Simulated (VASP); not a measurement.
Output of a VASP run:

OSZICAR:
```
...
   8 F= -.44856617E+03 E0= -.44856533E+03  d E =-.261959E-01  mag=     2.0000
       N       E                     dE             d eps       ncg     rms          rms(c)
DAV:   1    -0.448566235023E+03   -0.74695E-04   -0.17939E-02   768   0.335E-01    0.377E-02
RMM:   2    -0.448566247647E+03   -0.12625E-04   -0.29635E-04   640   0.429E-02    0.168E-02
RMM:   3    -0.448566245032E+03    0.26150E-05   -0.49355E-05   505   0.171E-02    0.973E-03
RMM:   4    -0.448566245705E+03   -0.67247E-06   -0.11089E-05   387   0.781E-03
   9 F= -.44856625E+03 E0= -.44856545E+03  d E =-.262763E-01  mag=     2.0000
       N       E                     dE             d eps       ncg     rms          rms(c)
DAV:   1    -0.448572780693E+03   -0.65357E-02   -0.19067E+00   656   0.356E+00    0.379E-01
RMM:   2    -0.448574710791E+03   -0.19301E-02   -0.36822E-02   640   0.483E-01    0.178E-01
RMM:   3    -0.448574537427E+03    0.17336E-03   -0.62321E-03   645   0.188E-01    0.104E-01
RMM:   4    -0.448574564783E+03   -0.27357E-04   -0.17023E-03   657   0.905E-02    0.626E-02
RMM:   5    -0.448574613462E+03   -0.48678E-04   -0.29822E-04   679   0.408E-02    0.319E-02
RMM:   6    -0.448574617784E+03   -0.43220E-05   -0.64273E-05   546   0.183E-02
  10 F= -.44857462E+03 E0= -.44857411E+03  d E =-.837208E-02  mag=     2.0000
       N       E                     dE             d eps       ncg     rms          rms(c)
DAV:   1    -0.448574675133E+03   -0.61671E-04   -0.13494E-02   768   0.300E-01    0.322E-02
RMM:   2    -0.448574687105E+03   -0.11972E-04   -0.24685E-04   640   0.399E-02    0.149E-02
RMM:   3    -0.448574685298E+03    0.18063E-05   -0.39854E-05   466   0.153E-02    0.883E-03
RMM:   4    -0.448574685259E+03    0.39065E-07   -0.88057E-06   383   0.699E-03
  11 F= -.44857469E+03 E0= -.44857416E+03  d E =-.843955E-02  mag=     2.0000
       N       E                     dE             d eps       ncg     rms          rms(c)
DAV:   1    -0.448576262642E+03   -0.15773E-02   -0.39210E-01   688   0.165E+00    0.167E-01
RMM:   2    -0.448576380673E+03   -0.11803E-03   -0.62435E-03   640   0.197E-01    0.733E-02
RMM:   3    -0.448576308551E+03    0.72122E-04   -0.11747E-03   643   0.801E-02    0.385E-02
RMM:   4    -0.448576326392E+03   -0.17841E-04   -0.28604E-04   654   0.379E-02    0.241E-02
RMM:   5    -0.448576334154E+03   -0.77612E-05   -0.50416E-05   517   0.170E-02
  12 F= -.44857633E+03 E0= -.44857591E+03  d E =-.164889E-02  mag=     2.0000
       N       E                     dE             d eps       ncg     rms          rms(c)
DAV:   1    -0.448576372923E+03   -0.46531E-04   -0.67520E-03   768   0.217E-01    0.219E-02
RMM:   2    -0.448576373812E+03   -0.88906E-06   -0.99524E-05   640   0.250E-02    0.894E-03
RMM:   3    -0.448576372098E+03    0.17148E-05   -0.18140E-05   387   0.984E-03    0.451E-03
RMM:   4    -0.448576372240E+03   -0.14273E-06   -0.31804E-06   374   0.412E-03
  13 F= -.44857637E+03 E0= -.44857594E+03  d E =-.168698E-02  mag=     2.0000
       N       E                     dE             d eps       ncg     rms          rms(c)
DAV:   1    -0.448576747981E+03   -0.37588E-03   -0.60334E-02   688   0.640E-01    0.676E-02
RMM:   2    -0.448576796886E+03   -0.48904E-04   -0.10658E-03   640   0.821E-02    0.314E-02
RMM:   3    -0.448576791589E+03    0.52966E-05   -0.19079E-04   646   0.328E-02    0.179E-02
RMM:   4    -0.448576794313E+03   -0.27238E-05   -0.52410E-05   498   0.158E-02
  14 F= -.44857679E+03 E0= -.44857634E+03  d E =-.422073E-03  mag=     2.0000
```

OUTCAR:
```
------------------------ aborting loop because EDIFF is reached ----------------------------------------
  FORCE on cell =-STRESS in cart. coord.  units (eV):
  Direction    XX          YY          ZZ          XY          YZ          ZX
  --------------------------------------------------------------------------------------
  Total       21.0507882     21.0199263     21.0485373     -0.3543656      0.2905899     -0.2824518
  in kB       50.2012829     50.1276845     50.1959150     -0.8450803      0.6929900     -0.6735826
  external PRESSURE =      50.1749608 kB  Pullay stress =       0.0000000 kB
  volume of cell :      671.84
      direct lattice vectors                 reciprocal lattice vectors
     8.758331436  0.000000000  0.000000000     0.114176999  0.000000000  0.000000000
     0.000000000  8.758331436  0.000000000     0.000000000  0.114176999  0.000000000
     0.000000000  0.000000000  8.758331436     0.000000000  0.000000000  0.114176999
  FREE ENERGIE OF THE ION-ELECTRON SYSTEM (eV)
  ---------------------------------------------------
  free  energy   TOTEN  =      -448.5767943130 eV

  energy  without entropy=     -448.5758790504  energy(sigma->0) =     -448.57633668

 total charge

# of ion       s       p       d       tot
------------------------------------------
    1        0.706   0.981   0.000   1.687
    2        0.700   0.971   0.000   1.672
    3        0.700   0.971   0.000   1.672
    4        0.699   0.972   0.000   1.671
    5        0.700   0.971   0.000   1.671
    6        0.699   0.969   0.000   1.669
    7        0.700   0.971   0.000   1.672
    8        0.700   0.971   0.000   1.672
    9        0.701   0.979   0.000   1.680
   10        0.701   0.979   0.000   1.680
   11        0.699   0.969   0.000   1.669
   12        0.701   0.979   0.000   1.680
   13        0.700   0.971   0.000   1.672
   14        0.706   0.981   0.000   1.687
   15        0.700   0.972   0.000   1.673
   16        0.700   0.971   0.000   1.672
   17        0.701   0.979   0.000   1.681
   18        0.701   0.979   0.000   1.681
   19        0.706   0.981   0.000   1.687
   20        0.701   0.979   0.000   1.680
   21        0.701   0.979   0.000   1.680
   22        0.700   0.972   0.000   1.673
   23        0.701   0.979   0.000   1.681
   24        0.701   0.979   0.000   1.681
   25        0.700   0.971   0.000   1.672
   26        0.699   0.969   0.000   1.669
   27        0.702   0.982   0.000   1.683
   28        0.700   0.971   0.000   1.672
   29        0.702   0.982   0.000   1.683
   30        0.702   0.982   0.000   1.683
   31        0.700   0.972   0.000   1.673
   32        0.837   1.715   0.000   2.553
   33        0.837   1.715   0.000   2.553
   34        0.838   1.715   0.000   2.553
   35        0.834   1.722   0.000   2.555
   36        0.833   1.723   0.000   2.556
   37        0.833   1.723   0.000   2.556
   38        0.834   1.722   0.000   2.555
   39        0.833   1.722   0.000   2.556
   40        0.865   1.631   0.000   2.496
   41        0.833   1.723   0.000   2.556
   42        0.833   1.723   0.000   2.556
   43        0.833   1.723   0.000   2.556
   44        0.834   1.722   0.000   2.555
   45        0.837   1.716   0.000   2.552
   46        0.837   1.716   0.000   2.553
   47        0.839   1.707   0.000   2.546
   48        0.861   1.642   0.000   2.503
...
```
(Selected blocks of OUTCAR.)

File POSCAR:
```
C32Si31
1
    8.7583314356     0.0000000000     0.0000000000
    0.0000000000     8.7583314356    -0.0000000000
   -0.0000000000    -0.0000000000     8.7583314356
Si C
31 32
Direct
  0.5000000000   0.0000000000   0.0000000000
  0.7500000000   0.2500000000   0.0000000000
  0.7500000000   0.0000000000   0.2500000000
  0.0000000000   0.0000000000   0.0000000000
  0.2500000000   0.2500000000   0.0000000000
  0.5000000000   0.5000000000   0.0000000000
  0.7500000000   0.7500000000   0.0000000000
  0.2500000000   0.0000000000   0.2500000000
  0.4972140000   0.2450620000   0.2548990000
  0.7487510000   0.4986100000   0.2517380000
  0.5000000000   0.0000000000   0.5000000000
  0.7530920000   0.2478430000   0.5054840000
  0.7500000000   0.0000000000   0.7500000000
  0.0000000000   0.5000000000   0.0000000000
  0.2500000000   0.7500000000   0.0000000000
  0.0000000000   0.2500000000   0.2500000000
  0.2464360000   0.5025720000   0.2513470000
  0.5009670000   0.7511950000   0.2477850000
  0.0000000000   0.0000000000   0.5000000000
  0.2545540000   0.2490840000   0.5005970000
  0.7472710000   0.7453040000   0.5019940000
  0.2500000000   0.0000000000   0.7500000000
  0.4975690000   0.2508450000   0.7516880000
  0.7485470000   0.4992160000   0.7487720000
  0.0000000000   0.7500000000   0.2500000000
  0.0000000000   0.5000000000   0.5000000000
  0.2498400000   0.7453320000   0.4997760000
  0.0000000000   0.2500000000   0.7500000000
  0.2466570000   0.4957410000   0.7510680000
  0.5000840000   0.7450840000   0.7446970000
  0.0000000000   0.7500000000   0.7500000000
  0.6250000000   0.1250000000   0.1250000000
  0.8750000000   0.3750000000   0.1250000000
  0.8750000000   0.1250000000   0.3750000000
  0.1250000000   0.1250000000   0.1250000000
  0.3750000000   0.3750000000   0.1250000000
  0.6250000000   0.6250000000   0.1250000000
  0.8750000000   0.8750000000   0.1250000000
  0.3750000000   0.1250000000   0.3750000000
  0.6255350000   0.3803590000   0.3795560000
  0.8750000000   0.6250000000   0.3750000000
  0.6250000000   0.1250000000   0.6250000000
  0.8750000000   0.3750000000   0.6250000000
  0.8750000000   0.1250000000   0.8750000000
  0.1250000000   0.6250000000   0.1250000000
  0.3750000000   0.8750000000   0.1250000000
  0.1250000000   0.3750000000   0.3750000000
  0.3762130000   0.6271890000   0.3754630000
  0.6250000000   0.8750000000   0.3750000000
  0.1250000000   0.1250000000   0.6250000000
  0.3763920000   0.3803710000   0.6268990000
  0.6243910000   0.6218400000   0.6294230000
  0.8750000000   0.8750000000   0.6250000000
  0.3750000000   0.1250000000   0.8750000000
  0.6250000000   0.3750000000   0.8750000000
  0.8750000000   0.6250000000   0.8750000000
  0.1250000000   0.8750000000   0.3750000000
  0.1250000000   0.6250000000   0.6250000000
  0.3750000000   0.8750000000   0.6250000000
  0.1250000000   0.3750000000   0.8750000000
  0.3750000000   0.6250000000   0.8750000000
  0.6250000000   0.8750000000   0.8750000000
  0.1250000000   0.8750000000   0.8750000000
```

Question: Write an INCAR and KPOINTS that could have produced this output.

Answer: Several could match; the one computed here: the input of the run itself, PBE GGA, plane waves, VASP's PBE PAW potentials (set 64).

**INCAR**
```
ALGO=Fast
EDIFF=1E-5
EDIFFG=-0.03
ENCUT=400
GGA=PE
IBRION=2
ISIF=2
ISMEAR=0
ISPIN=2
ISYM=0
LASPH=.True.
LCHARG=.False.
LORBIT=10
LREAL=Auto
LWAVE=.False.
MAGMOM=63*0.0317
NELECT=254.0
NELM=100
NELMIN=4
NSW=60
NUPDOWN=2
PREC=Normal
SIGMA=0.05
SYSTEM=C32Si31
```

File KPOINTS:
```
Automatic
0
Gamma
1 1 1
0 0 0
```

POTCAR, in this order: Si C (PBE.64 set). Program: vasp_gam.

At this cut-off the stress carries a Pulay error, which pulls relaxed volumes low. The cell is charged, with a uniform compensating background. The supercell is sampled at Γ alone, which is coarse: total energies, pressure and levels can be off, energies of defects by several tenths of an eV.

The cell is a supercell with a defect, built from SiC (zinc blende): vac_Si, charge -2.
